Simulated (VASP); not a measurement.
An input for Ansatz (written as the equivalent of a VASP run, and not itself run):

Ansatz 0.2 input:
```yaml
crystal:
  lattice:
    - [0.0000000, 2.6852757, 2.6852757]
    - [2.6852757, 0.0000000, 2.6852757]
    - [2.6852757, 2.6852757, 0.0000000]
  atoms:
    - { symbol: Ce, position: [0.0000000, 0.0000000, 0.0000000] }
    - { symbol: O, position: [0.2500000, 0.2500000, 0.2500000] }
    - { symbol: O, position: [0.7500000, 0.7500000, 0.7500000] }
kpoints:
  mp_grid: { grid: [7, 7, 7] }
hamiltonian:
  xc: pbe
  pseudopotentials: { kind: paw }
scf:
  occupations: { method: gaussian, width: 0.05 }
  max_iter: 100
relax:
  max_steps: 40
  f_tol: 0.02
  cell: { p_target: 20 }
output: { forces: true, stress: true, eigenvalues: true }
```

Translate this input to VASP (INCAR, KPOINTS, POSCAR, choice of POTCAR).

One answer among several that fit: 
File POSCAR:
```
CeO2
1
    0.0000000000     2.6852756635     2.6852756635
    2.6852756635     0.0000000000     2.6852756635
    2.6852756635     2.6852756635     0.0000000000
Ce O
1 2
Direct
  0.0000000000   0.0000000000   0.0000000000
  0.2500000000   0.2500000000   0.2500000000
  0.7500000000   0.7500000000   0.7500000000
```

### INCAR
```
NELM = 100   # most electronic steps
EDIFFG = -0.02   # ionic stop
EDIFF = 1E-6   # SCF stop (eV)
LASPH = .TRUE.
ALGO = Normal
LWAVE = .FALSE.
IBRION = 2   # conjugate gradients
PREC = Accurate
LCHARG = .FALSE.
PSTRESS = 200
ENCUT = 620
LREAL = .FALSE.
NSW = 40   # most ionic steps
SYSTEM = CeO2
GGA = PE
ISIF = 3   # ions, shape and volume
SIGMA = 0.05
LMAXMIX = 6   # l cut-off of mixed one-centre charges
ISMEAR = 0
```

**KPOINTS**
```
Regular mesh
0
gamma
7 7 7
```

POTCAR, in this order: Ce O (PBE.64 set). Program: vasp_std.

What does not carry over: each code has its own PAW files, so the cut-off isn't converted (ENCUT is set for VASP's; basis.ecutwfc is left out, and Ansatz then takes the one that its files recommend); Ansatz stops its SCF on the density residual and VASP on the energy change (EDIFF).

The compound is CeO2 in the fluorite structure. This run relaxes it under an external pressure of 20 GPa. Symmetry was kept, so distortions that lower it aren't found.
